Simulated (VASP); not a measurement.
Data:

```
CELL_PARAMETERS angstrom
      0.00000     3.10302     3.10302
      3.10302     0.00000     3.10302
      3.10302     3.10302     0.00000
ATOMIC_POSITIONS crystal
  Cd 0.00000 0.00000 0.00000
  Se 0.25000 0.25000 0.25000
```

Method: HSE06 screened hybrid, VASP's PBE PAW potentials (set 64) (plane waves; VASP). Numerical set-up: 520 eV cut-off, 6×6×6 Γ-centred mesh, Gaussian smearing of 0.050 eV, potentials Cd Se.

**Question.** What does the run give for the energy per atom (σ→0), pressure, band gap (over the mesh, the named points and PBE's band edges) with the smallest direct gap where there is one?

**Answer.** 
band gap (over the mesh, the named points and PBE's band edges): 1.42 eV
smallest direct gap (over the mesh, the named points and PBE's band edges): 1.42 eV
energy per atom (σ→0): -3.430 eV/atom
pressure: -1.29 GPa

The compound is CdSe in the zinc blende structure, whereas wurtzite is the usual form. It was relaxed first, which changed the volume by +8 %.
